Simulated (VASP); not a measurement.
# GaGe (F-43m) in VASP: single point with PBEsol

Aim: the single point of GaGe with PBEsol.

Program: VASP 6.6.1. These are calculated values, not measurements. Logs are shortened: lines on timing, memory, paths and dates and some standing lists are left out, and cuts for length are marked.

**1. The structure**

It takes space group F-43m (No. 216, cubic). The conventional cell has a = 5.796 Å, b = 5.796 Å, c = 5.796 Å, α = 90.00°, β = 90.00°, γ = 90.00°. Around Ga (site symmetry -43m) lie 4 Ge at 2.51 Å. Ge (site symmetry -43m) is surrounded by 4 Ga at 2.51 Å.

The cell comes from a database or a generator and needn't be the stable form of this composition.

**2. Single point, PBEsol**

File INCAR:

```
  ALGO = Normal
  EDIFF = 1E-6
  ENCUT = 520
  GGA = PS
  ISIF = 2
  ISMEAR = 0
  LASPH = True
  LCHARG = False
  LREAL = False
  LWAVE = False
  NBANDS = 20
  NELM = 100
  PREC = Accurate
  SIGMA = 0.15
```

File KPOINTS:

```
k-points
0
Gamma
  14 14 14
```

File POSCAR:

```
GaGe
1.0
    0.0000000000      2.8978440000      2.8978440000
    2.8978440000      0.0000000000      2.8978440000
    2.8978440000      2.8978440000      0.0000000000
Ga Ge
1 1
Direct
    0.7500000000      0.7500000000      0.7500000000
    0.0000000000      0.0000000000      0.0000000000
```

Potentials or basis: VASP PAW PBE potentials, release 64 (Ga_d, Ge_d).

On the command line:

```console
$ cat potpaw_PBE.64/Ga_d/POTCAR potpaw_PBE.64/Ge_d/POTCAR > POTCAR
$ mpirun -np 1 vasp_std > vasp.out
```

OUTCAR:

```text
EDIFF = 1E-6
   ENCUT = 520
   GGA = PS
   ISIF = 2
   ISMEAR = 0
   LASPH = True
   LREAL = False
   NELM = 100
   PREC = Accurate

 ion  position               nearest neighbor table
   1  0.750  0.750  0.750-   2 2.51   2 2.51   2 2.51   2 2.51
   2  0.000  0.000  0.000-   1 2.51   1 2.51   1 2.51   1 2.51

  LATTYP: Found a face centered cubic cell.
 ALAT       =     5.7956880000

  Lattice vectors:

 A1 = (   0.0000000000,   2.8978440000,   2.8978440000)
 A2 = (   2.8978440000,   0.0000000000,   2.8978440000)
 A3 = (   2.8978440000,   2.8978440000,   0.0000000000)

Analysis of symmetry for initial positions (statically):
=====================================================================
 Subroutine PRICEL returns:
 Original cell was already a primitive cell.

 Routine SETGRP: Setting up the symmetry group for a
 face centered cubic supercell.

 Subroutine GETGRP returns: Found 24 space group operations
 (whereof 24 operations were pure point group operations)
 out of a pool of 48 trial point group operations.

The static configuration has the point symmetry T_d .

Analysis of symmetry for dynamics (positions and initial velocities):
=====================================================================
 Subroutine PRICEL returns:
 Original cell was already a primitive cell.

 Routine SETGRP: Setting up the symmetry group for a
 face centered cubic supercell.

 Subroutine GETGRP returns: Found 24 space group operations
 (whereof 24 operations were pure point group operations)
 out of a pool of 48 trial point group operations.

The dynamic configuration has the point symmetry T_d .

 Subroutine INISYM returns: Found 24 space group operations
 (whereof 24 operations are pure point group operations),
 and found     1 'primitive' translations

----------------------------------------------------------------------------------------

                                     Primitive cell

  volume of cell :      48.6693

  direct lattice vectors                    reciprocal lattice vectors
     0.000000000  2.897844000  2.897844000    -0.172542069  0.172542069  0.172542069
     2.897844000  0.000000000  2.897844000     0.172542069 -0.172542069  0.172542069
     2.897844000  2.897844000  0.000000000     0.172542069  0.172542069 -0.172542069

  length of vectors
     4.098170286  4.098170286  4.098170286     0.298851630  0.298851630  0.298851630

  position of ions in fractional coordinates (direct lattice)
     0.750000000  0.750000000  0.750000000
     0.000000000  0.000000000  0.000000000

  ion indices of the primitive-cell ions
   primitive index   ion index
                 1           1
                 2           2

----------------------------------------------------------------------------------------

 KPOINTS: k-points

Automatic generation of k-mesh.
 Grid dimensions read from file:
 generate k-points for:   14   14   14

 Generating k-lattice:

  Cartesian coordinates                     Fractional coordinates (reciprocal lattice)
    -0.012324434  0.012324434  0.012324434     0.071428571  0.000000000  0.000000000
     0.012324434 -0.012324434  0.012324434     0.000000000  0.071428571  0.000000000
     0.012324434  0.012324434 -0.012324434     0.000000000  0.000000000  0.071428571

  Length of vectors
     0.021346545  0.021346545  0.021346545

  Shift w.r.t. Gamma in fractional coordinates (k-lattice)
     0.000000000  0.000000000  0.000000000

 Subroutine IBZKPT returns following result:
 ===========================================

 Found    104 irreducible k-points:

 Following reciprocal coordinates:
            Coordinates               Weight
  0.000000  0.000000  0.000000      1.000000
  0.071429  0.000000  0.000000      8.000000
  0.142857  0.000000  0.000000      8.000000
  0.214286  0.000000  0.000000      8.000000
  0.285714  0.000000  0.000000      8.000000
  0.357143  0.000000  0.000000      8.000000
[... 16 lines left out ...]
  0.214286  0.142857  0.000000     24.000000
  0.285714  0.142857  0.000000     24.000000
 [... further k-points ...]
   k-points           NKPTS =    104   k-points in BZ     NKDIM =    104   number of bands    NBANDS=     20
   number of dos      NEDOS =    301   number of ions     NIONS =      2
   total plane-waves  NPLWV =  27000
   dimension x,y,z NGX =    30 NGY =   30 NGZ =   30
   dimension x,y,z NGXF=    60 NGYF=   60 NGZF=   60
   ions per type =               1   1
   NGX,Y,Z   is equivalent  to a cutoff of  12.17, 12.17, 12.17 a.u.
   NGXF,Y,Z  is equivalent  to a cutoff of  24.34, 24.34, 24.34 a.u.
 SYSTEM =  unknown system
   PREC   = accura    normal or accurate (medium, high low for compatibility)
   ISTART =      0    job   : 0-new  1-cont  2-samecut
   ICHARG =      2    charge: 1-file 2-atom 10-const
   ISPIN  =      1    spin polarized calculation?
   LNONCOLLINEAR =      F non collinear calculations
   LSORBIT =      F    spin-orbit coupling
   LASPH  =      T    aspherical Exc in radial PAW
   ENCUT  =  520.0 eV  38.22 Ry    6.18 a.u.   7.62  7.62  7.62*2*pi/ulx,y,z
   NELM   =    100;   NELMIN=  2; NELMDL= -5     # of ELM steps
   EDIFF  = 0.1E-05   stopping-criterion for ELM
   LREAL  =      F    real-space projection
   EDIFFG = 0.1E-04   stopping-criterion for IOM
   NSW    =      0    number of steps for IOM
   IBRION =     -1    ionic relax: 0-MD 1-quasi-New 2-CG
   NFREE  =      0    steps in history (QN), initial steepest desc. (CG)
   ISIF   =      2    stress and relaxation
   ISYM   =      2    0-nonsym 1-usesym 2-fastsym
   POTIM  = 0.5000    time-step for ionic-motion
   TEBEG  =    0.0;   TEEND  =   0.0 temperature during run
   PSTRESS=    0.0 pullay stress
   NELECT =      27.0000    total number of electrons
   NUPDOWN=      -1.0000    fix difference up-down
   EMIN   =  10.00;   EMAX   =-10.00  energy-range for DOS
   EFERMI =   0.00;   METHOD = LEGACY
   ISMEAR =     0;   SIGMA  =   0.15  broadening in eV -4-tet -1-fermi 0-gaus
   EFERMI_NEDOS =   21; number of points for ismear=-14 and -15
   IALGO  =     38    algorithm
   IMIX   =      4    mixing-type and parameters
     AMIX     =   0.40;   BMIX     =  1.00
     AMIX_MAG =   1.60;   BMIX_MAG =  1.00
  volume/ion in A,a.u.               =      24.33       164.22
  Fermi-wavevector in a.u.,A,eV,Ry     =   1.345172  2.542006 24.619567  1.809487
  Thomas-Fermi vector in A             =   2.473106
   LORBIT       =      0    0 simple, 1 ext, 2 COOP (PROOUT), +10 PAW based schemes
   GGA     = PS    functional components
   LHFCALC =     F    Hartree Fock is set to
   AEXX    =    0.0000 exact exchange contribution
   IVDW    =     0    specifies the selected vdW correction
   LEPSILON=     F    determine dielectric tensor
   LRPA    =     F    only Hartree local field effects (RPA)
 non-spin polarized calculation
 Gauss-broadening in eV      SIGMA  =   0.15
  energy-cutoff  :      520.00
  volume of cell :       48.67
 maximum number of plane-waves:      1363
   NGX = 15   NGY = 15   NGZ = 15

 number of electron      26.9999991 magnetization

 Free energy of the ion-electron system (eV)
  ---------------------------------------------------
  ext. energy  EPLUGINS =         0.00000000
  ---------------------------------------------------
  free energy    TOTEN  =        -7.89612528 eV

  energy without entropy =       -7.88234348  energy(sigma->0) =       -7.88923438

 E-fermi :   2.8807     XC(G=0):  -9.7398

 val. band max:        2.8761880486   @ k =   0.5000   0.1429   0.0000
 cond. band min:       2.8879664506   @ k =   0.2857   0.1429   0.0000
 fundamental gap:      0.0117784020
 Fermi energy:         2.8807195462

 k-point     1 :       0.0000    0.0000    0.0000
  band No.  band energies     occupation
      1     -20.9663      2.00000
      2     -20.9663      2.00000
      3     -20.9663      2.00000
      4     -20.9466      2.00000
      5     -20.9466      2.00000
      6     -11.3828      2.00000
[... 12 lines left out ...]
     19      10.4722      0.00000
     20      13.6834      0.00000

 k-point     2 :       0.0714    0.0000    0.0000
  band No.  band energies     occupation
      1     -20.9663      2.00000
      2     -20.9662      2.00000
      3     -20.9662      2.00000
      4     -20.9465      2.00000
      5     -20.9465      2.00000
      6     -11.3842      2.00000
[... 12 lines left out ...]
     19      10.8394      0.00000
     20      13.1389      0.00000

 k-point     3 :       0.1429    0.0000    0.0000
  band No.  band energies     occupation
      1     -20.9663      2.00000
      2     -20.9658      2.00000
      3     -20.9658      2.00000
      4     -20.9464      2.00000
      5     -20.9464      2.00000
      6     -11.3880      2.00000
[... 12 lines left out ...]
     19      11.6623      0.00000
     20      12.5725      0.00000

 k-point     4 :       0.2143    0.0000    0.0000
  band No.  band energies     occupation
      1     -20.9662      2.00000
      2     -20.9653      2.00000
      3     -20.9653      2.00000
      4     -20.9463      2.00000
      5     -20.9463      2.00000
      6     -11.3935      2.00000
[... 12 lines left out ...]
     19      12.0394      0.00000
     20      12.3707      0.00000

 k-point     5 :       0.2857    0.0000    0.0000
  band No.  band energies     occupation
      1     -20.9662      2.00000
      2     -20.9647      2.00000
      3     -20.9647      2.00000
      4     -20.9461      2.00000
      5     -20.9461      2.00000
      6     -11.3997      2.00000
[... 12 lines left out ...]
     19      11.8167      0.00000
     20      12.6526      0.00000
[... 353 lines left out ...]
      6     -11.3868      2.00000
[... 12 lines left out ...]
     19      11.3584      0.00000
     20      12.4020      0.00000

 k-point    22 :       0.1429    0.1429    0.0000
  band No.  band energies     occupation
      1     -20.9669      2.00000
      2     -20.9653      2.00000
      3     -20.9653      2.00000
      4     -20.9469      2.00000
      5     -20.9459      2.00000
      6     -11.3933      2.00000
[... 12 lines left out ...]
     19      11.1781      0.00000
     20      12.0876      0.00000

 k-point    23 :       0.2143    0.1429    0.0000
  band No.  band energies     occupation
      1     -20.9671      2.00000
      2     -20.9648      2.00000
      3     -20.9647      2.00000
      4     -20.9470      2.00000
      5     -20.9456      2.00000
      6     -11.3981      2.00000
[... 12 lines left out ...]
     19      11.1051      0.00000
     20      12.8493      0.00000

 k-point    24 :       0.2857    0.1429    0.0000
  band No.  band energies     occupation
      1     -20.9671      2.00000
      2     -20.9643      2.00000
      3     -20.9641      2.00000
      4     -20.9470      2.00000
      5     -20.9454      2.00000
      6     -11.4030      2.00000
[... 12 lines left out ...]
     19      11.8657      0.00000
     20      13.3872      0.00000

 [... further k-points ...]
[... 5 lines left out ...]
  --------------------------------------------------------------------------------------
  -------------------------------------------------------------------------------------
  Total       -0.7655726     -0.7655726     -0.7655726      0.0000000      0.0000000     -0.0000000
  in kB      -25.2024038    -25.2024038    -25.2024038      0.0000000      0.0000000     -0.0000000
  external PRESSURE =     -25.2024038 kB  Pullay stress =       0.0000000 kB

 VOLUME and BASIS-vectors are now :
 -----------------------------------------------------------------------------
  energy-cutoff  :      520.00
  volume of cell :       48.67
      direct lattice vectors                 reciprocal lattice vectors
     0.000000000  2.897844000  2.897844000    -0.172542069  0.172542069  0.172542069
     2.897844000  0.000000000  2.897844000     0.172542069 -0.172542069  0.172542069
     2.897844000  2.897844000  0.000000000     0.172542069  0.172542069 -0.172542069

 POSITION                                       TOTAL-FORCE (eV/Angst)
 -----------------------------------------------------------------------------------
      4.34677      4.34677      4.34677        -0.000000     -0.000000     -0.000000
      0.00000      0.00000      0.00000         0.000000      0.000000      0.000000
 -----------------------------------------------------------------------------------
    total drift:                               -0.000001     -0.000001     -0.000001

  FREE ENERGIE OF THE ION-ELECTRON SYSTEM (eV)
  ---------------------------------------------------
  free  energy   TOTEN  =        -7.8961252750 eV

  energy  without entropy=       -7.8823434839  energy(sigma->0) =       -7.88923438
```

Run time: 70 s. Hardware: 1 thread of Intel Xeon Platinum 8488C (Sapphire Rapids), shared host; peak memory 0.24 GiB.

What came out:

- Free energy: -7.8961 eV
- Pressure: -2.5 GPa
- Band gap on the k mesh: none (metal or under the smearing width)

Caveat: the PAW data sets were made with another functional, which shifts forces and pressure a little.
